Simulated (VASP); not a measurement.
```
NiTi
1.0
    0.00000     4.81138    -0.26100
    3.97081     0.00000     0.00000
    0.00000    -0.92466    -2.71660
Ti Ni
2 2
Direct
  0.71362   0.25000   0.36559
  0.28638   0.75000   0.63441
  0.16935   0.25000   0.07865
  0.83065   0.75000   0.92135
```

The numbers are results of PBEsol GGA, VASP's PBE PAW potentials (set 64) (plane waves; VASP), not measurements. Settings: 400 eV cut-off, Gaussian smearing of 0.050 eV, potentials Ti_sv Ni.

**Question.** Give the energies of bands 12 to 25 at the high-symmetry points, in eV from the Fermi level.

**Answer.** 
| band | Γ | Z | D | B | A | E | C2 | Y2 |
|---|---|---|---|---|---|---|---|---|
| 12 | -3.82 | -3.79 | -3.71 | -3.39 | -3.40 | -3.77 | -3.74 | -3.60 |
| 13 | -3.62 | -2.88 | -2.75 | -3.27 | -3.33 | -2.78 | -2.97 | -3.29 |
| 14 | -2.64 | -2.88 | -2.75 | -2.99 | -2.93 | -2.78 | -2.97 | -2.86 |
| 15 | -2.33 | -2.27 | -2.66 | -2.97 | -2.90 | -2.67 | -2.68 | -2.75 |
| 16 | -2.10 | -2.27 | -2.66 | -2.64 | -2.73 | -2.67 | -2.68 | -2.39 |
| 17 | -2.09 | -2.08 | -1.95 | -2.11 | -2.10 | -1.84 | -2.39 | -2.28 |
| 18 | -1.90 | -2.08 | -1.95 | -1.93 | -1.86 | -1.84 | -2.39 | -1.99 |
| 19 | -1.73 | -1.67 | -0.85 | -1.38 | -1.38 | -0.82 | -1.75 | -1.84 |
| 20 | -1.70 | -1.67 | -0.85 | -1.34 | -1.32 | -0.82 | -1.75 | -1.81 |
| 21 | -0.61 | -0.75 | -0.36 | -1.05 | -0.98 | -0.22 | -1.25 | -0.77 |
| 22 | 0.12 | -0.75 | -0.36 | -0.49 | -0.46 | -0.22 | -1.25 | 0.07 |
| 23 | 0.49 | 0.47 | -0.02 | 0.22 | 0.52 | 0.14 | 0.36 | 0.10 |
| 24 | 0.55 | 0.47 | -0.02 | 0.70 | 0.55 | 0.14 | 0.36 | 0.72 |
| 25 | 1.65 | 1.26 | 0.74 | 0.92 | 0.75 | 0.67 | 1.45 | 0.74 |

It has no gap at this level: it comes out as a metal or semimetal.

The compound is TiNi in the sg11 structure. It was relaxed first. The run is not spin-polarised, so no magnetic state was tried.
